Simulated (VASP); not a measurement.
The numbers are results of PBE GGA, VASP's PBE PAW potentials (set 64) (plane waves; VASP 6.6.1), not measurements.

A VASP calculation is set up with these files.

### INCAR
```
SYSTEM = Zn32ClSe31
PREC = Normal
ENCUT = 400
EDIFF = 1E-5
NELM = 100
ALGO = Fast
LREAL = Auto
LASPH = .TRUE.
ISMEAR = 0
SIGMA = 0.05
GGA = PE
LMAXMIX = 4
LWAVE = .FALSE.
LCHARG = .FALSE.
NELMIN = 4
ISYM = 0
ISPIN = 2
NUPDOWN = 1
MAGMOM = 64*0.0156
LORBIT = 10
IBRION = 2
ISIF = 2
NSW = 60
EDIFFG = -0.03
```

**POSCAR**
```
Zn32ClSe31
1
   11.4825331920     0.0000000000     0.0000000000
    0.0000000000    11.4825331920     0.0000000000
   -0.0000000000    -0.0000000000    11.4825331920
Zn Se Cl
32 31 1
Direct
  0.5000000000   0.0000000000   0.0000000000
  0.7500000000   0.2500000000   0.0000000000
  0.7500000000   0.0000000000   0.2500000000
  0.0000000000   0.0000000000   0.0000000000
  0.2500000000   0.2500000000   0.0000000000
  0.5000000000   0.5000000000   0.0000000000
  0.7500000000   0.7500000000   0.0000000000
  0.2500000000   0.0000000000   0.2500000000
  0.4978580000   0.2462030000   0.2537670000
  0.7490390000   0.4989310000   0.2513370000
  0.5000000000   0.0000000000   0.5000000000
  0.7523780000   0.2483420000   0.5042170000
  0.7500000000   0.0000000000   0.7500000000
  0.0000000000   0.5000000000   0.0000000000
  0.2500000000   0.7500000000   0.0000000000
  0.0000000000   0.2500000000   0.2500000000
  0.2500000000   0.5000000000   0.2500000000
  0.5000000000   0.7500000000   0.2500000000
  0.0000000000   0.0000000000   0.5000000000
  0.2500000000   0.2500000000   0.5000000000
  0.4995310000   0.4975700000   0.5034010000
  0.7500000000   0.7500000000   0.5000000000
  0.2500000000   0.0000000000   0.7500000000
  0.5000000000   0.2500000000   0.7500000000
  0.7500000000   0.5000000000   0.7500000000
  0.0000000000   0.7500000000   0.2500000000
  0.0000000000   0.5000000000   0.5000000000
  0.2500000000   0.7500000000   0.5000000000
  0.0000000000   0.2500000000   0.7500000000
  0.2500000000   0.5000000000   0.7500000000
  0.5000000000   0.7500000000   0.7500000000
  0.0000000000   0.7500000000   0.7500000000
  0.6250000000   0.1250000000   0.1250000000
  0.8750000000   0.3750000000   0.1250000000
  0.8750000000   0.1250000000   0.3750000000
  0.1250000000   0.1250000000   0.1250000000
  0.3750000000   0.3750000000   0.1250000000
  0.6250000000   0.6250000000   0.1250000000
  0.8750000000   0.8750000000   0.1250000000
  0.3750000000   0.1250000000   0.3750000000
  0.8750000000   0.6250000000   0.3750000000
  0.6250000000   0.1250000000   0.6250000000
  0.8750000000   0.3750000000   0.6250000000
  0.8750000000   0.1250000000   0.8750000000
  0.1250000000   0.6250000000   0.1250000000
  0.3750000000   0.8750000000   0.1250000000
  0.1250000000   0.3750000000   0.3750000000
  0.3750000000   0.6250000000   0.3750000000
  0.6250000000   0.8750000000   0.3750000000
  0.1250000000   0.1250000000   0.6250000000
  0.3750000000   0.3750000000   0.6250000000
  0.6250000000   0.6250000000   0.6250000000
  0.8750000000   0.8750000000   0.6250000000
  0.3750000000   0.1250000000   0.8750000000
  0.6250000000   0.3750000000   0.8750000000
  0.8750000000   0.6250000000   0.8750000000
  0.1250000000   0.8750000000   0.3750000000
  0.1250000000   0.6250000000   0.6250000000
  0.3750000000   0.8750000000   0.6250000000
  0.1250000000   0.3750000000   0.8750000000
  0.3750000000   0.6250000000   0.8750000000
  0.6250000000   0.8750000000   0.8750000000
  0.1250000000   0.8750000000   0.8750000000
  0.6254110000   0.3791210000   0.3785040000
```

File KPOINTS:
```
Regular mesh
0
gamma
 1 1 1
```

POTCAR, in this order: Zn Se Cl (PBE.64 set). Program: vasp_gam.

What VASP printed:

### OSZICAR
```
...
RMM:   4    -0.188942475127E+03   -0.10261E-03   -0.79678E-03  1437   0.170E-01    0.278E-01
RMM:   5    -0.188942255923E+03    0.21920E-03   -0.25059E-03  1385   0.816E-02    0.597E-02
RMM:   6    -0.188942299004E+03   -0.43081E-04   -0.56515E-04  1404   0.374E-02    0.352E-02
RMM:   7    -0.188942298880E+03    0.12376E-06   -0.15717E-04  1175   0.220E-02    0.189E-02
RMM:   8    -0.188942304381E+03   -0.55015E-05   -0.54882E-05  1011   0.122E-02
   2 F= -.18894230E+03 E0= -.18894230E+03  d E =-.141424E+00  mag=     1.0000
       N       E                     dE             d eps       ncg     rms          rms(c)
DAV:   1    -0.188968841731E+03   -0.26543E-01   -0.46457E+01  1464   0.961E+00    0.139E+00
RMM:   2    -0.188999473456E+03   -0.30632E-01   -0.41599E-01  1384   0.113E+00    0.574E-01
RMM:   3    -0.189001871103E+03   -0.23976E-02   -0.52131E-02  1386   0.401E-01    0.397E-01
RMM:   4    -0.189001852803E+03    0.18300E-04   -0.92755E-03  1420   0.194E-01    0.303E-01
RMM:   5    -0.189001542176E+03    0.31063E-03   -0.31427E-03  1385   0.925E-02    0.728E-02
RMM:   6    -0.189001601043E+03   -0.58867E-04   -0.75274E-04  1416   0.421E-02    0.422E-02
RMM:   7    -0.189001599968E+03    0.10752E-05   -0.19991E-04  1177   0.229E-02    0.185E-02
RMM:   8    -0.189001606280E+03   -0.63122E-05   -0.64140E-05  1054   0.130E-02
   3 F= -.18900161E+03 E0= -.18900161E+03  d E =-.200725E+00  mag=     1.0000
       N       E                     dE             d eps       ncg     rms          rms(c)
DAV:   1    -0.189001878990E+03   -0.27902E-03   -0.36268E-01  1528   0.856E-01    0.118E-01
RMM:   2    -0.189002093969E+03   -0.21498E-03   -0.29527E-03  1384   0.920E-02    0.479E-02
RMM:   3    -0.189002114468E+03   -0.20499E-04   -0.39526E-04  1318   0.341E-02    0.329E-02
RMM:   4    -0.189002113786E+03    0.68142E-06   -0.68600E-05  1103   0.157E-02
   4 F= -.18900211E+03 E0= -.18900211E+03  d E =-.201233E+00  mag=     1.0000
       N       E                     dE             d eps       ncg     rms          rms(c)
DAV:   1    -0.189032143149E+03   -0.30029E-01   -0.12694E+01  1440   0.522E+00    0.629E-01
RMM:   2    -0.189038898658E+03   -0.67555E-02   -0.90387E-02  1384   0.536E-01    0.236E-01
RMM:   3    -0.189039727716E+03   -0.82906E-03   -0.12055E-02  1386   0.196E-01    0.177E-01
RMM:   4    -0.189039733875E+03   -0.61589E-05   -0.20044E-03  1417   0.928E-02    0.127E-01
RMM:   5    -0.189039677481E+03    0.56394E-04   -0.70873E-04  1386   0.458E-02    0.300E-02
RMM:   6    -0.189039685193E+03   -0.77119E-05   -0.13724E-04  1239   0.194E-02    0.226E-02
RMM:   7    -0.189039686244E+03   -0.10504E-05   -0.44902E-05   996   0.113E-02
   5 F= -.18903969E+03 E0= -.18903969E+03  d E =-.375725E-01  mag=     1.0000
       N       E                     dE             d eps       ncg     rms          rms(c)
DAV:   1    -0.189049795604E+03   -0.10110E-01   -0.30079E+01  1448   0.807E+00    0.937E-01
RMM:   2    -0.189066488435E+03   -0.16693E-01   -0.21967E-01  1384   0.851E-01    0.347E-01
RMM:   3    -0.189068467759E+03   -0.19793E-02   -0.28600E-02  1386   0.308E-01    0.268E-01
RMM:   4    -0.189068510154E+03   -0.42395E-04   -0.47811E-03  1414   0.147E-01    0.197E-01
RMM:   5    -0.189068362515E+03    0.14764E-03   -0.17352E-03  1385   0.716E-02    0.437E-02
RMM:   6    -0.189068378136E+03   -0.15621E-04   -0.32346E-04  1403   0.304E-02    0.336E-02
RMM:   7    -0.189068378493E+03   -0.35646E-06   -0.10254E-04  1127   0.170E-02    0.134E-02
RMM:   8    -0.189068382012E+03   -0.35196E-05   -0.33479E-05   945   0.102E-02
   6 F= -.18906838E+03 E0= -.18906838E+03  d E =-.662682E-01  mag=     1.0000
       N       E                     dE             d eps       ncg     rms          rms(c)
DAV:   1    -0.189068280544E+03    0.97948E-04   -0.20079E+00  1520   0.210E+00    0.239E-01
RMM:   2    -0.189069328249E+03   -0.10477E-02   -0.13847E-02  1384   0.208E-01    0.871E-02
RMM:   3    -0.189069461209E+03   -0.13296E-03   -0.18927E-03  1386   0.777E-02    0.667E-02
RMM:   4    -0.189069463039E+03   -0.18308E-05   -0.31949E-04  1407   0.367E-02    0.495E-02
RMM:   5    -0.189069453200E+03    0.98397E-05   -0.11500E-04  1147   0.184E-02    0.115E-02
RMM:   6    -0.189069454709E+03   -0.15089E-05   -0.21243E-05   900   0.790E-03
   7 F= -.18906945E+03 E0= -.18906945E+03  d E =-.673409E-01  mag=     1.0000
       N       E                     dE             d eps       ncg     rms          rms(c)
DAV:   1    -0.189073011413E+03   -0.35582E-02   -0.90656E+00  1424   0.472E+00    0.565E-01
RMM:   2    -0.189079971962E+03   -0.69605E-02   -0.84595E-02  1384   0.527E-01    0.193E-01
RMM:   3    -0.189080793324E+03   -0.82136E-03   -0.11247E-02  1392   0.200E-01    0.150E-01
RMM:   4    -0.189080814587E+03   -0.21263E-04   -0.18696E-03  1411   0.950E-02    0.114E-01
RMM:   5    -0.189080748105E+03    0.66482E-04   -0.59265E-04  1384   0.461E-02    0.260E-02
RMM:   6    -0.189080756022E+03   -0.79169E-05   -0.12227E-04  1244   0.188E-02    0.191E-02
RMM:   7    -0.189080754525E+03    0.14972E-05   -0.33712E-05   953   0.928E-03
   8 F= -.18908075E+03 E0= -.18908075E+03  d E =-.112998E-01  mag=     1.0000
       N       E                     dE             d eps       ncg     rms          rms(c)
DAV:   1    -0.189080824487E+03   -0.68465E-04   -0.31498E-01  1536   0.881E-01    0.106E-01
RMM:   2    -0.189081076606E+03   -0.25212E-03   -0.29903E-03  1384   0.101E-01    0.357E-02
RMM:   3    -0.189081106209E+03   -0.29603E-04   -0.40196E-04  1390   0.383E-02    0.281E-02
RMM:   4    -0.189081107288E+03   -0.10794E-05   -0.67686E-05  1141   0.181E-02
   9 F= -.18908111E+03 E0= -.18908111E+03  d E =-.116526E-01  mag=     1.0000
       N       E                     dE             d eps       ncg     rms          rms(c)
DAV:   1    -0.189083447613E+03   -0.23414E-02   -0.17079E+00  1456   0.228E+00    0.163E-01
RMM:   2    -0.189084111525E+03   -0.66391E-03   -0.85593E-03  1384   0.186E-01    0.640E-02
RMM:   3    -0.189084190094E+03   -0.78569E-04   -0.12708E-03  1387   0.686E-02    0.433E-02
RMM:   4    -0.189084188899E+03    0.11945E-05   -0.21561E-04  1415   0.333E-02    0.324E-02
RMM:   5    -0.189084181353E+03    0.75462E-05   -0.69728E-05  1205   0.160E-02
  10 F= -.18908418E+03 E0= -.18908418E+03  d E =-.307406E-02  mag=     1.0000
       N       E                     dE             d eps       ncg     rms          rms(c)
DAV:   1    -0.189084485462E+03   -0.29656E-03   -0.26007E-01  1536   0.889E-01    0.683E-02
RMM:   2    -0.189084589471E+03   -0.10401E-03   -0.13659E-03  1384   0.740E-02    0.274E-02
RMM:   3    -0.189084603996E+03   -0.14525E-04   -0.21239E-04  1387   0.278E-02    0.173E-02
RMM:   4    -0.189084604712E+03   -0.71643E-06   -0.37979E-05   949   0.141E-02
  11 F= -.18908460E+03 E0= -.18908460E+03  d E =-.349742E-02  mag=     1.0000
       N       E                     dE             d eps       ncg     rms          rms(c)
DAV:   1    -0.189084632419E+03   -0.28423E-04   -0.27112E-02  1522   0.289E-01    0.222E-02
RMM:   2    -0.189084643266E+03   -0.10847E-04   -0.15038E-04  1384   0.274E-02    0.106E-02
RMM:   3    -0.189084644587E+03   -0.13202E-05   -0.24318E-05   846   0.963E-03    0.722E-03
RMM:   4    -0.189084644665E+03   -0.78333E-07   -0.52929E-06   785   0.619E-03
  12 F= -.18908464E+03 E0= -.18908464E+03  d E =-.353738E-02  mag=     1.0000
       N       E                     dE             d eps       ncg     rms          rms(c)
DAV:   1    -0.189085023479E+03   -0.37889E-03   -0.62573E-01  1424   0.134E+00    0.148E-01
RMM:   2    -0.189085557956E+03   -0.53448E-03   -0.62805E-03  1384   0.139E-01    0.492E-02
RMM:   3    -0.189085628225E+03   -0.70269E-04   -0.85598E-04  1385   0.536E-02    0.413E-02
RMM:   4    -0.189085631630E+03   -0.34055E-05   -0.13917E-04  1317   0.248E-02    0.340E-02
RMM:   5    -0.189085626992E+03    0.46381E-05   -0.47017E-05  1043   0.126E-02
  13 F= -.18908563E+03 E0= -.18908563E+03  d E =-.982327E-03  mag=     1.0000
```

OUTCAR:
```
------------------------ aborting loop because EDIFF is reached ----------------------------------------
  FORCE on cell =-STRESS in cart. coord.  units (eV):
  Direction    XX          YY          ZZ          XY          YZ          ZX
  --------------------------------------------------------------------------------------
  Total        5.5752037      5.5750503      5.6172850      0.0164435     -0.0120698      0.0006249
  in kB        5.9000840      5.8999216      5.9446175      0.0174017     -0.0127732      0.0006614
  external PRESSURE =       5.9148744 kB  Pullay stress =       0.0000000 kB
  volume of cell :     1513.96
      direct lattice vectors                 reciprocal lattice vectors
    11.482533192  0.000000000  0.000000000     0.087088797  0.000000000  0.000000000
     0.000000000 11.482533192  0.000000000     0.000000000  0.087088797  0.000000000
     0.000000000  0.000000000 11.482533192     0.000000000  0.000000000  0.087088797
  FREE ENERGIE OF THE ION-ELECTRON SYSTEM (eV)
  ---------------------------------------------------
  free  energy   TOTEN  =      -189.0856269922 eV

  energy  without entropy=     -189.0856269922  energy(sigma->0) =     -189.08562699

 total charge

# of ion       s       p       d       tot
------------------------------------------
    1        0.525   0.417   9.782  10.724
    2        0.525   0.421   9.783  10.729
    3        0.525   0.421   9.783  10.729
    4        0.524   0.418   9.783  10.724
    5        0.525   0.417   9.782  10.724
    6        0.525   0.421   9.783  10.729
    7        0.525   0.417   9.782  10.724
    8        0.525   0.417   9.782  10.724
    9        0.533   0.385   9.785  10.703
   10        0.533   0.385   9.785  10.703
   11        0.525   0.421   9.783  10.728
   12        0.533   0.386   9.785  10.704
   13        0.525   0.417   9.782  10.724
   14        0.525   0.417   9.782  10.724
   15        0.524   0.418   9.783  10.724
   16        0.525   0.421   9.783  10.729
   17        0.525   0.421   9.783  10.729
   18        0.525   0.421   9.783  10.729
   19        0.525   0.417   9.782  10.724
   20        0.525   0.421   9.783  10.728
   21        0.533   0.386   9.785  10.704
   22        0.525   0.421   9.783  10.728
   23        0.524   0.418   9.783  10.724
   24        0.525   0.421   9.783  10.728
   25        0.525   0.421   9.783  10.728
   26        0.525   0.417   9.782  10.724
   27        0.525   0.421   9.783  10.728
   28        0.525   0.417   9.782  10.724
   29        0.525   0.417   9.782  10.724
   30        0.525   0.417   9.782  10.724
   31        0.525   0.417   9.782  10.724
   32        0.524   0.418   9.783  10.724
   33        1.439   2.418   0.027   3.884
   34        1.439   2.418   0.027   3.884
   35        1.439   2.418   0.027   3.884
   36        1.438   2.419   0.026   3.883
   37        1.439   2.418   0.027   3.884
   38        1.439   2.418   0.027   3.884
   39        1.438   2.419   0.026   3.883
   40        1.439   2.418   0.027   3.884
   41        1.439   2.418   0.027   3.884
   42        1.439   2.418   0.027   3.884
   43        1.439   2.418   0.027   3.884
   44        1.438   2.419   0.026   3.883
   45        1.438   2.419   0.026   3.883
   46        1.438   2.419   0.026   3.883
   47        1.437   2.422   0.027   3.886
   48        1.439   2.418   0.027   3.884
   49        1.437   2.422   0.027   3.886
   50        1.438   2.419   0.026   3.883
   51        1.439   2.418   0.026   3.884
   52        1.439   2.418   0.026   3.884
   53        1.438   2.419   0.026   3.883
   54        1.438   2.419   0.026   3.883
   55        1.437   2.422   0.027   3.886
   56        1.438   2.419   0.026   3.883
   57        1.439   2.416   0.026   3.881
   58        1.438   2.419   0.026   3.883
   59        1.438   2.419   0.026   3.883
   60        1.439   2.416   0.026   3.881
   61        1.438   2.419   0.026   3.883
   62        1.439   2.416   0.026   3.881
   63        1.438   2.419   0.026   3.883
   64        1.602   3.492   0.000   5.094
--------------------------------------------------
tot         63.008  91.742 313.870 468.620

 magnetization (x)

# of ion       s       p       d       tot
------------------------------------------
    1        0.011   0.001  -0.000   0.012
    2        0.010   0.001  -0.000   0.010
    3        0.010   0.001  -0.000   0.010
    4        0.010   0.001  -0.000   0.010
    5        0.011   0.001  -0.000   0.012
    6        0.010   0.001  -0.000   0.010
    7        0.011   0.001  -0.000   0.012
    8        0.011   0.001  -0.000   0.012
    9        0.013   0.001  -0.000   0.014
   10        0.013   0.001  -0.000   0.014
   11        0.010   0.001  -0.000   0.010
   12        0.013   0.001  -0.000   0.013
   13        0.011   0.001  -0.000   0.012
   14        0.011   0.001  -0.000   0.012
   15        0.010   0.001  -0.000   0.010
   16        0.010   0.001  -0.000   0.010
   17        0.010   0.001  -0.000   0.010
...
```
(Selected blocks of OUTCAR.)

CONTCAR:
```
Zn32ClSe31
   1.00000000000000
    11.4825331920000000    0.0000000000000000    0.0000000000000000
     0.0000000000000000   11.4825331920000000    0.0000000000000000
     0.0000000000000000    0.0000000000000000   11.4825331920000000
  Zn              Se              Cl
    32    31     1
Direct
     0.4996594957502948    0.9995554637662073    0.9998862356088533
     0.7499184924628984    0.2499653158643848    0.9988910138461594
     0.7499852413027691    0.9986320909691041    0.2501645671119428
     0.0001310163150210    0.9997664838755469    0.9999937028486416
     0.2497032384935434    0.2496336704171958    0.9999240907728318
     0.4999752645242868    0.4998518664742560    0.9989304521040976
     0.7503273005017677    0.7503466171081294    0.9998077750606136
     0.2494336154398490    0.9993706613200141    0.2497336739644792
     0.4911376354050855    0.2410068622496920    0.2416628477025564
     0.7586990176207652    0.5087304015996513    0.2415186622882675
     0.5000308922955549    0.9985677774441337    0.5001755892402959
     0.7591992317594846    0.2408415796600110    0.5095245957605978
     0.7503499568688319    0.9993469517509563    0.7507358933625877
     0.0003499307323684    0.5002767848627682    0.9998741835645104
     0.2498060077864729    0.7500709103416520    0.0000181871065321
     0.0012707500024212    0.2499524306239674    0.2501667680251213
     0.2487239545302269    0.4999313141764631    0.2501945463418662
     0.4999514428883765    0.7511711876592295    0.2502213574065709
     0.0004768848280882    0.9993848192521012    0.5004556097790790
     0.2486159558934007    0.2499642118947333    0.5001830625528662
     0.4910625335553040    0.5088362441746879    0.5093202787088611
     0.7499773813686389    0.7512662678102811    0.5001485640316411
     0.2498413976625308    0.9997630692659768    0.7503358698631971
     0.4999669515865407    0.2499099717248464    0.7515364649573926
     0.7499937761703284    0.4999594352384197    0.7515419260267254
     0.0004583303587942    0.7503569828440608    0.2497823790722307
     0.0012958910588688    0.4999384918449834    0.5001473078536199
     0.2495367032024441    0.7503763974082975    0.5005001135396033
     0.0005985938226138    0.2495630853006256    0.7508557298740892
     0.2493962441924770    0.5003514215426104    0.7507687165566764
     0.4996203534332094    0.7504568458144112    0.7508051669883163
     0.0001306217148185    0.7501109156024540    0.7502984316355070
     0.6261382050439960    0.1250644744446258    0.1253386090939232
     0.8748523522552268    0.3737738251241310    0.1252913429387246
     0.8749830555619532    0.1249524794675293    0.3740210462760489
     0.1250375525090104    0.1249607270396791    0.1251222222266621
     0.3751527906241466    0.3760543919027072    0.1254011618030401
     0.6238078848956903    0.6248513161272305    0.1252268091532798
     0.8749938937625901    0.8748756848891127    0.1251457806333116
     0.3748737669307161    0.1248229696341010    0.3763832403635206
     0.8749522369750499    0.6249197771093611    0.3762887125421506
     0.6238558412498868    0.1248268922208157    0.6252816349805901
     0.8751751490685458    0.3761136671968535    0.6253536455827275
     0.8749561925413153    0.1249405664038923    0.8751639679580928
     0.1249389844586602    0.6249201007738605    0.1251557890905152
     0.3750036309947929    0.8749578191867828    0.1251458683496963
     0.1249797084181599    0.3749564284708773    0.3751234484183799
     0.3750297263750374    0.6248643312549828    0.3740808625504256
     0.6249875569584411    0.8749280323478263    0.3751047947987456
     0.1248764952468113    0.1249083645097166    0.6251728004304558
     0.3748369872688077    0.3737903954787364    0.6253097393515682
     0.6261340122434377    0.6250397357468809    0.6252819474754079
     0.8749997868180531    0.8750060523786451    0.6251441099163865
     0.3749895093853300    0.1249226784763851    0.8753096083696139
     0.6249797991943937    0.3749479873291708    0.8751764597030991
     0.8750152710688748    0.6249705804259874    0.8752808711880906
     0.1249657381598996    0.8748603970963854    0.3751255468596832
     0.1250439802468394    0.6249750104692341    0.6251498218663774
     0.3749940744432752    0.8748348905944732    0.6251880355067823
     0.1250205321745553    0.3749619125273254    0.8754111392156187
     0.3749825684115094    0.6249078958055094    0.8751900002914129
     0.6249740926241081    0.8749494044448844    0.8753438364275460
     0.1249814922840074    0.8749326585811712    0.8751466221777658
     0.6250800282788052    0.3751190226592743    0.3762627609040229
```

The supercell is sampled at Γ alone, which is coarse: total energies, pressure and levels can be off, energies of defects by several tenths of an eV.

The cell is a supercell with a defect, built from ZnSe (zinc blende): Cl_Se.
